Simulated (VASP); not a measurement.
SrHI, 12 atoms in the cell. The cell holds a amorphous, 12 atoms: a = 6.515 Å, b = 7.508 Å, c = 6.953 Å, α = 93.28°, β = 79.27°, γ = 101.82°. The cell was built by a generator and needn't be a form met in nature.

```yaml
Program: VASP 6.6.1
Task: single point
Functional: PBE
Potentials_or_basis: VASP PAW PBE potentials, release 64 (Sr_sv, H, I)
Cutoff: 520 eV
k_mesh: 3 × 2 × 2
Occupations: fermi-dirac, width 0.1 eV
Spin: no spin polarisation
Dipole_correction: no
Further_INCAR_settings: ALGO = Fast; EDIFF = 1e-07; NBANDS = 48
```

Potentials or basis: VASP PAW PBE potentials, release 64 (Sr_sv, H, I).

Launch:

```console
$ cat potpaw_PBE.64/Sr_sv/POTCAR potpaw_PBE.64/H/POTCAR potpaw_PBE.64/I/POTCAR > POTCAR
$ mpirun -np 1 vasp_std > vasp.out
```

Hardware: 1 thread of Intel(R) Xeon(R) 6975P-C (Granite Rapids) (shared host).

Question: Estimate the wall time of this run.

Answer: Wall time 4.6 min on 1 thread of Intel(R) Xeon(R) 6975P-C (Granite Rapids) (shared host), peak memory 0.42 GiB. Counts: scf iterations 24, k points 8.
